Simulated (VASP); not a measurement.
# BaTi2Bi2O with r2SCAN + rVV10: from relaxation to properties, part 6 of 7

Wanted: the relaxed cell of BaTi2Bi2O and its properties. The start is a computed cell from the Materials Project.

VASP 6.6.1; r2SCAN with rVV10, no spin polarisation; plane waves and PAW (Ba_sv, Ti_sv, Bi_d, O).

Still holding for the runs below: This run has no spin polarisation, although Ti can carry a moment. The k-mesh is coarse for a metal.

So far. Step 5 (Band structure (r2SCAN + rVV10)): There is no gap at this level. Step 6 (Total and projected DOS (r2SCAN + rVV10)): The finer mesh and the other smearing move the Fermi level by -0.01 eV from the 6×6×3 run, a small shift, which tests the Fermi level alone. Of the states within 0.3 eV of the Fermi level, the largest shares in the PAW spheres are Ti d 58 % and Bi p 8 %. The rest lies in smaller channels or between the spheres. The relaxed cell has a = 4.097, c = 8.533 Å (conventional setting).

## Step 7: Field gradients at the nuclei (r2SCAN + rVV10)

Field gradients probe how far the charge around each nucleus departs from cubic symmetry; LASPH keeps the non-spherical terms inside the spheres.

The input, INCAR:

```
SYSTEM = BaTi2Bi2O
PREC = Accurate
ENCUT = 520
EDIFF = 1E-07
NELM = 100
ISMEAR = 0
SIGMA = 0.05
LREAL = .FALSE.
ALGO = Normal
METAGGA = R2SCAN
LUSE_VDW = .TRUE.
IVDW_NL = 2
BPARAM = 11.95
CPARAM = 0.0093
LASPH = .TRUE.
NBANDS = 43
LORBIT = 11
LWAVE = .FALSE.
LCHARG = .FALSE.
KPAR = 4
LEFG = .TRUE.
```

The input, POSCAR:

```
BaTi2Bi2O
1.0
    4.0967754502      0.0000000000      0.0000000000
    0.0000000000      4.0967754502      0.0000000000
    0.0000000000      0.0000000000      8.5330466247
Ba Ti Bi O
1 2 2 1
Direct
    0.5000000000      0.5000000000      0.5000000000
    0.0000000000      0.5000000000      0.0000000000
    0.5000000000      0.0000000000      0.0000000000
    0.0000000000      0.0000000000      0.2475347964
    0.0000000000      0.0000000000      0.7524652036
    0.5000000000      0.5000000000      0.0000000000
```

The input, KPOINTS:

```
Automatic mesh
0
Gamma
6 6 3
0 0 0
```

PAW data sets: Ba_sv, Ti_sv, Bi_d and O (PBE family, release 64).

Command:

```
mpirun -np 4 vasp_std
```

What it wrote:

```text
[... set-up lines as in an earlier step ...]
 entering main loop
       N       E                     dE             d eps       ncg     rms          rms(c)
Total rVV10 correction in eV:      1.6866360    72.6787400
Total rVV10 correction in eV:      1.6866360    72.6787400
Total rVV10 correction in eV:      1.6866360    72.6787400
Total rVV10 correction in eV:      1.6866360    72.6787400
[... 5 cycles as in an earlier step ...]
Total rVV10 correction in eV:      1.6686240    72.6787389
Total rVV10 correction in eV:      1.6686240    72.6787389
Total rVV10 correction in eV:      1.6686240    72.6787389
Total rVV10 correction in eV:      1.6686240    72.6787389
[... 1 cycle as in an earlier step ...]
Total rVV10 correction in eV:      1.6826031    72.6787391
Total rVV10 correction in eV:      1.6826031    72.6787391
Total rVV10 correction in eV:      1.6826031    72.6787391
Total rVV10 correction in eV:      1.6826031    72.6787391
[... 1 cycle as in an earlier step ...]
Total rVV10 correction in eV:      1.6830401    72.6787390
Total rVV10 correction in eV:      1.6830401    72.6787390
Total rVV10 correction in eV:      1.6830401    72.6787390
Total rVV10 correction in eV:      1.6830401    72.6787390
[... 1 cycle as in an earlier step ...]
Total rVV10 correction in eV:      1.6918782    72.6787390
Total rVV10 correction in eV:      1.6918782    72.6787390
Total rVV10 correction in eV:      1.6918782    72.6787390
Total rVV10 correction in eV:      1.6918782    72.6787390
[... 1 cycle as in an earlier step ...]
Total rVV10 correction in eV:      1.6919760    72.6787390
Total rVV10 correction in eV:      1.6919760    72.6787390
Total rVV10 correction in eV:      1.6919760    72.6787390
Total rVV10 correction in eV:      1.6919760    72.6787390
[... 1 cycle as in an earlier step ...]
Total rVV10 correction in eV:      1.6923112    72.6787390
Total rVV10 correction in eV:      1.6923112    72.6787390
Total rVV10 correction in eV:      1.6923112    72.6787390
Total rVV10 correction in eV:      1.6923112    72.6787390
[... 1 cycle as in an earlier step ...]
Total rVV10 correction in eV:      1.6934933    72.6787390
Total rVV10 correction in eV:      1.6934933    72.6787390
Total rVV10 correction in eV:      1.6934933    72.6787390
Total rVV10 correction in eV:      1.6934933    72.6787390
[... 1 cycle as in an earlier step ...]
Total rVV10 correction in eV:      1.6934907    72.6787390
Total rVV10 correction in eV:      1.6934907    72.6787390
Total rVV10 correction in eV:      1.6934907    72.6787390
Total rVV10 correction in eV:      1.6934907    72.6787390
[... 1 cycle as in an earlier step ...]
Total rVV10 correction in eV:      1.6935917    72.6787390
Total rVV10 correction in eV:      1.6935917    72.6787390
Total rVV10 correction in eV:      1.6935917    72.6787390
Total rVV10 correction in eV:      1.6935917    72.6787390
[... 1 cycle as in an earlier step ...]
Total rVV10 correction in eV:      1.6935724    72.6787390
Total rVV10 correction in eV:      1.6935724    72.6787390
Total rVV10 correction in eV:      1.6935724    72.6787390
Total rVV10 correction in eV:      1.6935724    72.6787390
DAV:  15    -0.181919943464E+03    0.21437E-05   -0.17246E-05  2640   0.180E-02    0.463E-03
Total rVV10 correction in eV:      1.6935684    72.6787390
Total rVV10 correction in eV:      1.6935684    72.6787390
Total rVV10 correction in eV:      1.6935684    72.6787390
Total rVV10 correction in eV:      1.6935684    72.6787390
DAV:  16    -0.181919943877E+03   -0.41289E-06   -0.25161E-06  2285   0.728E-03    0.179E-03
Total rVV10 correction in eV:      1.6935603    72.6787390
Total rVV10 correction in eV:      1.6935603    72.6787390
Total rVV10 correction in eV:      1.6935603    72.6787390
Total rVV10 correction in eV:      1.6935603    72.6787390
DAV:  17    -0.181919943670E+03    0.20681E-06   -0.54090E-07  1781   0.374E-03    0.111E-03
Total rVV10 correction in eV:      1.6935602    72.6787390
Total rVV10 correction in eV:      1.6935602    72.6787390
Total rVV10 correction in eV:      1.6935602    72.6787390
Total rVV10 correction in eV:      1.6935602    72.6787390
DAV:  18    -0.181919943887E+03   -0.21696E-06   -0.94886E-08  1199   0.193E-03    0.446E-04
Total rVV10 correction in eV:      1.6935600    72.6787390
Total rVV10 correction in eV:      1.6935600    72.6787390
Total rVV10 correction in eV:      1.6935600    72.6787390
Total rVV10 correction in eV:      1.6935600    72.6787390
DAV:  19    -0.181919943999E+03   -0.11148E-06   -0.21958E-08  1070   0.135E-03    0.170E-04
Total rVV10 correction in eV:      1.6935597    72.6787390
Total rVV10 correction in eV:      1.6935597    72.6787390
Total rVV10 correction in eV:      1.6935597    72.6787390
Total rVV10 correction in eV:      1.6935597    72.6787390
DAV:  20    -0.181919944021E+03   -0.21802E-07   -0.68943E-09  1016   0.530E-04
Total rVV10 correction in eV:      1.6935596    72.6787390
Total rVV10 correction in eV:      1.6935596    72.6787390
Total rVV10 correction in eV:      1.6935596    72.6787390
Total rVV10 correction in eV:      1.6935596    72.6787390
Total rVV10 correction in eV:      1.6935596    72.6787390
Total rVV10 correction in eV:      1.6935596    72.6787390
Total rVV10 correction in eV:      1.6935596    72.6787390
Total rVV10 correction in eV:      1.6935596    72.6787390
ion   1
     0.0000000     0.0000000     0.0000000     0.3802805    -0.0000000     0.0000000
     0.0000600     0.0000000     0.0000000     0.3802805    -0.0000000     0.0000000
     0.0000826     0.0000000     0.0000000     0.3802805    -0.0000000     0.0000000
     0.0001137     0.0000000     0.0000000     0.3802805    -0.0000000     0.0000000
     0.0001566     0.0000000     0.0000000     0.3802805    -0.0000000     0.0000000

     0.0000000     0.0000000    -0.0000000    33.9649459    -0.0000000     0.0000000
     0.0000600     0.0000000    -0.0000000    33.9539556    -0.0000000     0.0000000
     0.0000826     0.0000000    -0.0000000    33.9482134    -0.0000000     0.0000000
     0.0001137     0.0000000    -0.0000000    33.9391390    -0.0000000     0.0000000
     0.0001566     0.0000000    -0.0000000    33.9248579    -0.0000000     0.0000000

ion   2
     0.0000000    -0.0000000    -0.0000000    -9.6140738     0.0000000    -7.7810597
     0.0000422    -0.0000000    -0.0000000    -9.6140737     0.0000000    -7.7810597
     0.0000581    -0.0000000    -0.0000000    -9.6140737     0.0000000    -7.7810596
     0.0000800    -0.0000000    -0.0000000    -9.6140736     0.0000000    -7.7810596
     0.0001102    -0.0000000    -0.0000000    -9.6140734     0.0000000    -7.7810594

     0.0000000    -0.0000000     0.0000000   -55.6414144     0.0000000    12.7267610
     0.0000422    -0.0000000     0.0000000   -55.6411167     0.0000000    12.7263061
     0.0000581    -0.0000000     0.0000000   -55.6409425     0.0000000    12.7260334
     0.0000800    -0.0000000     0.0000000   -55.6406562     0.0000000    12.7255815
     0.0001102    -0.0000000     0.0000000   -55.6401888     0.0000000    12.7248373

ion   3
     0.0000000    -0.0000000    -0.0000000    -9.6140738    -0.0000000     7.7810597
     0.0000422    -0.0000000    -0.0000000    -9.6140737    -0.0000000     7.7810597
     0.0000581    -0.0000000    -0.0000000    -9.6140737    -0.0000000     7.7810596
     0.0000800    -0.0000000    -0.0000000    -9.6140736    -0.0000000     7.7810596
     0.0001102    -0.0000000    -0.0000000    -9.6140734    -0.0000000     7.7810594

     0.0000000    -0.0000000    -0.0000000   -55.6414144    -0.0000000   -12.7267610
     0.0000422    -0.0000000    -0.0000000   -55.6411167    -0.0000000   -12.7263061
     0.0000581    -0.0000000    -0.0000000   -55.6409425    -0.0000000   -12.7260334
     0.0000800    -0.0000000    -0.0000000   -55.6406562    -0.0000000   -12.7255815
     0.0001102    -0.0000000    -0.0000000   -55.6401888    -0.0000000   -12.7248373

ion   4
     0.0000000    -0.0000000    -0.0000000    -0.9421988    -0.0000000     0.0000000
     0.0000690    -0.0000000    -0.0000000    -0.9421987    -0.0000000     0.0000000
     0.0000950    -0.0000000    -0.0000000    -0.9421987    -0.0000000     0.0000000
     0.0001308    -0.0000000    -0.0000000    -0.9421987    -0.0000000     0.0000000
     0.0001801    -0.0000000    -0.0000000    -0.9421985    -0.0000000     0.0000000

     0.0000000     0.0000000     0.0000000   104.1902003     0.0000000     0.0000000
     0.0000690     0.0000000     0.0000000   103.9662861     0.0000000     0.0000000
     0.0000950     0.0000000     0.0000000   103.8610463     0.0000000     0.0000000
     0.0001308     0.0000000     0.0000000   103.7015738     0.0000000     0.0000000
     0.0001801     0.0000000     0.0000000   103.4609846     0.0000000     0.0000000

ion   5
     0.0000000    -0.0000000    -0.0000000    -0.9421988    -0.0000000    -0.0000000
     0.0000690    -0.0000000    -0.0000000    -0.9421987    -0.0000000    -0.0000000
     0.0000950    -0.0000000    -0.0000000    -0.9421987    -0.0000000    -0.0000000
     0.0001308    -0.0000000    -0.0000000    -0.9421987    -0.0000000    -0.0000000
     0.0001801    -0.0000000    -0.0000000    -0.9421985    -0.0000000    -0.0000000

     0.0000000     0.0000000    -0.0000000   104.1902003    -0.0000000    -0.0000000
     0.0000690     0.0000000    -0.0000000   103.9662861    -0.0000000    -0.0000000
     0.0000950     0.0000000    -0.0000000   103.8610463    -0.0000000    -0.0000000
     0.0001308     0.0000000    -0.0000000   103.7015738    -0.0000000    -0.0000000
     0.0001801     0.0000000    -0.0000000   103.4609846    -0.0000000    -0.0000000

ion   6
     0.0000000    -0.0000000    -0.0000000     1.5753782    -0.0000000     0.0000000
     0.0000293    -0.0000000    -0.0000000     1.5753782    -0.0000000     0.0000000
     0.0000403    -0.0000000    -0.0000000     1.5753782    -0.0000000     0.0000000
     0.0000555    -0.0000000    -0.0000000     1.5753781    -0.0000000     0.0000000
     0.0000765    -0.0000000    -0.0000000     1.5753781    -0.0000000     0.0000000

     0.0000000    -0.0000000    -0.0000000     9.6744871    -0.0000000     0.0000000
     0.0000293    -0.0000000    -0.0000000     9.6744840    -0.0000000     0.0000000
     0.0000403    -0.0000000    -0.0000000     9.6744819    -0.0000000     0.0000000
     0.0000555    -0.0000000    -0.0000000     9.6744784    -0.0000000     0.0000000
     0.0000765    -0.0000000    -0.0000000     9.6744725    -0.0000000     0.0000000

   1 F= -.18191994E+03 E0= -.18191619E+03  d E =-.750828E-02
```

Elapsed: 3.9 min, on 4 MPI ranks of AMD EPYC 7R43, shared host; peak memory 2 GiB.

Parts of OUTCAR (step 7):

```text
   NELECT =      70.0000    total number of electrons

 E-fermi :   6.9111

 k-point     1 :       0.0000    0.0000    0.0000
  band No.  band energies     occupation
    ...
     30       4.9247      2.00000
     31       4.9247      2.00000
     32       5.3596      2.00000
     33       5.6611      2.00000
     34       6.4189      2.00000
     35       6.9433      0.36285
     36       7.0469      0.00012
     37       7.0469      0.00012
     38       7.7969      0.00000
     39       8.2199      0.00000
    ...

  Total       -0.0156423     -0.0156423     -0.0237157      0.0000000      0.0000000      0.0000000
  in kB       -0.1749939     -0.1749939     -0.2653126      0.0000000      0.0000000      0.0000000
  external PRESSURE =      -0.2051001 kB  Pullay stress =       0.0000000 kB

 POSITION                                       TOTAL-FORCE (eV/Angst)
 -----------------------------------------------------------------------------------
      2.04839      2.04839      4.26652         0.000000     -0.000000      0.000000
      0.00000      2.04839      0.00000         0.000000     -0.000000      0.000000
      2.04839      0.00000      0.00000         0.000000     -0.000000      0.000000
      0.00000      0.00000      2.11223        -0.000000      0.000000     -0.001723
      0.00000      0.00000      6.42082         0.000000      0.000000      0.001723
      2.04839      2.04839      0.00000         0.000000     -0.000000      0.000000
 -----------------------------------------------------------------------------------
    total drift:                                0.000000     -0.000000      0.000000

  FREE ENERGIE OF THE ION-ELECTRON SYSTEM (eV)
  ---------------------------------------------------
  free  energy   TOTEN  =      -181.9199440207 eV

  energy  without entropy=     -181.9124357438  energy(sigma->0) =     -181.91618988

 Electric field gradients after diagonalization (V/A^2)
 (convention: |V_zz| > |V_xx| > |V_yy|)
----------------------------------------------------------------------
 ion       V_xx      V_yy      V_zz     asymmetry (V_yy - V_xx)/ V_zz
----------------------------------------------------------------------
   1      21.582    21.582   -43.163       0.000
   2     -47.391   -20.282    67.673       0.401
   3     -47.391   -20.282    67.673       0.401
   4      65.701    65.701  -131.402       0.000
   5      65.701    65.701  -131.402       0.000
   6       7.907     7.907   -15.815       0.000
----------------------------------------------------------------------

[... 9 parts as in an earlier step ...]

[... 8 further parts left out ...]
```

This step gave:

- SCF cycles: 20
- bands: 43
- irreducible k-points: 20
- free energy (TOTEN): -181.9199 eV
- Fermi energy: 6.911 eV
- pressure: -0.02051 GPa

Electric field gradients, by row:

```
atom  Vxx (V/Å²)  Vyy (V/Å²)  Vzz (V/Å²)  asymmetry
 Ba1       21.58       21.58      -43.16          0
 Ti2      -47.39      -20.28       67.67      0.401
 Ti3      -47.39      -20.28       67.67      0.401
 Bi4        65.7        65.7      -131.4          0
 Bi5        65.7        65.7      -131.4          0
  O6       7.907       7.907      -15.81          0
```

The largest gradient, -131.40 V/Å², sits on Bi4 and like sites; times the quadrupole moment of a nucleus that has one, it gives the coupling that NMR and NQR see.

(Continued in part 7 of 7.)

[Lines on the potential files, build, host, timing and source positions are cut from VASP's logs without a mark.]

[Logs are printed without paths, hosts, clocks, repeated set-up lines and the standing remarks that a program may print on its own settings, such as how far it seeks lower states.]

[Hosts, paths, dates, database ids (printed as entryN), source tags and the programs' standing remarks are cut or masked in the printed files.]

[A measured line is paired with the nearest computed mode of its activity, which favours agreement.]
